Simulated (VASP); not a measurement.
Input:

```
CELL_PARAMETERS angstrom
     -1.65257     1.65257     1.65257
      1.65257    -1.65257     1.65257
      1.65257     1.65257    -1.65257
ATOMIC_POSITIONS crystal
  Ta 0.00000 0.00000 0.00000
```

Level of theory: r2SCAN meta-GGA, VASP's PBE PAW potentials (set 64) (plane waves; VASP). Run with 480 eV cut-off, 14×14×14 Γ-centred mesh, first-order Methfessel-Paxton smearing of 0.10 eV, potentials Ta_pv.

Unless said otherwise, spin-orbit coupling is left out, though it shifts the bands of the heavy elements here.

Q: Predict the energy per atom (σ→0), band gap (on the k-mesh) with the smallest direct gap where there is one.

A: 
band gap (on the k-mesh): none (metal, semimetal or under 0.01 eV)
energy per atom (σ→0): -48.587 eV/atom

Total energies compare only between runs with the same potentials, cut-off and functional.

The compound is Ta in the bcc structure. It was relaxed first.
